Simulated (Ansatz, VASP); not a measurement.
**Two plane-wave programs on CaNi4P3**

```
CELL_PARAMETERS angstrom
3.93224 0.00000 0.00000
0.00000 3.93224 0.00000
0.00000 0.00000 7.20922
ATOMIC_POSITIONS crystal
Ca 0.00000 0.00000 0.50000
Ni 0.50000 0.00000 0.17411
Ni 0.00000 0.50000 0.17411
Ni 0.50000 0.00000 0.82589
Ni 0.00000 0.50000 0.82589
P 0.00000 0.00000 0.00000
P 0.50000 0.50000 0.35080
P 0.50000 0.50000 0.64920
```

The cell was built by a generator and needn't be a form met in nature.

Alike in both runs: task single point; functional PBE; k mesh 5 × 5 × 3; no spin polarisation.

|  | VASP | Ansatz |
| --- | --- | --- |
| version | VASP 6.6.1 | Ansatz 0.2.0 |
| potentials or method | VASP PAW PBE potentials, release 64 (Ca_sv, Ni, P) | PAW plane waves |
| plane-wave cutoff (eV) | 520 | 420 |
| occupations | fermi-dirac, width 0.1 eV | fermi-dirac |
| valence electrons in the cell | 65 | 97 |

|  | VASP | Ansatz | Ansatz less VASP |
| --- | --- | --- | --- |
| gap on the k mesh at the Fermi level (eV) | none | none | - |
| pressure (GPa) | -4.5 | -4.6 | -0.16 |
| largest component of the traceless stress (GPa) | 4.69 | 4.85 | +0.161 |
| rms of the force components (eV/Å) | 0.519 | 0.538 | +0.0194 |

Atom by atom the forces differ by 0.020 eV/Å (rms over components). A gap of «none» marks a metal or a gap that the smearing closes. The two sets of potentials don't hold the same shells in valence.

Caveats: forces of over 1 eV/Å show positions far from the minimum, so gaps and moduli don't describe the material at rest. Spin polarisation is off, so any magnetic state and its effect on volume and gap are missing.
